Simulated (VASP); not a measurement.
Input for VASP

INCAR:
```
# general
SYSTEM =La2O3
PREC   =Accurate
ENCUT  =620   # plane-wave cut-off (eV)
LREAL  =.FALSE.   # projection in real space or not
LASPH  =.TRUE.   # aspherical one-centre terms

# electronic loop
EDIFF  =1E-6   # SCF stop (eV)
NELM   =100
ALGO   =Normal
LMAXMIX=6   # l cut-off of mixed one-centre charges

# smearing
ISMEAR =0   # Gaussian
SIGMA  =0.05

# functional
GGA    =PE   # PBE

# ions
IBRION =2
NSW    =40
ISIF   =3   # ions, shape and volume
EDIFFG =-0.02   # ionic stop

# output
LWAVE  =.FALSE.
LCHARG =.FALSE.
```

POSCAR:
```
La2O3
1.0
  1.9697190509  -3.4116533820   0.0000000000
  1.9697190509   3.4116533820   0.0000000000
  0.0000000000   0.0000000000   6.1798729714
La O
2 3
Direct
  0.3333330000   0.6666670000   0.2471797555
  0.6666670000   0.3333330000   0.7528202445
  0.0000000000   0.0000000000   0.0000000000
  0.3333330000   0.6666670000   0.6458735674
  0.6666670000   0.3333330000   0.3541264326
```

**KPOINTS**
```
Automatic mesh
0
Gamma
7 7 4
0 0 0
```

POTCAR, in this order: La O (PBE.64 set). Program: vasp_std.

Task: Write an equivalent input for Ansatz.

Result: One equivalent input (not run):
Ansatz 0.2 input:
```yaml
crystal:
  lattice:
    - [1.9697191, -3.4116534, 0.0000000]
    - [1.9697191, 3.4116534, 0.0000000]
    - [0.0000000, 0.0000000, 6.1798730]
  atoms:
    - { symbol: La, position: [0.3333330, 0.6666670, 0.2471798] }
    - { symbol: La, position: [0.6666670, 0.3333330, 0.7528202] }
    - { symbol: O, position: [0.0000000, 0.0000000, 0.0000000] }
    - { symbol: O, position: [0.3333330, 0.6666670, 0.6458736] }
    - { symbol: O, position: [0.6666670, 0.3333330, 0.3541264] }
kpoints:
  mp_grid: { grid: [7, 7, 4] }
hamiltonian:
  xc: pbe
  pseudopotentials: { kind: paw }
scf:
  occupations: { method: gaussian, width: 0.05 }
  max_iter: 100
relax:
  max_steps: 40
  f_tol: 0.02
  cell: {}
output: { forces: true, stress: true, eigenvalues: true }
```
Limits of the translation: each code has its own PAW files, so the cut-off isn't converted (ENCUT is set for VASP's; basis.ecutwfc is left out, and Ansatz then takes the one that its files recommend); Ansatz stops its SCF on the density residual and VASP on the energy change (EDIFF).

The compound is La2O3 in the a-type structure. This run relaxes it. Symmetry was kept, so distortions that lower it aren't found.
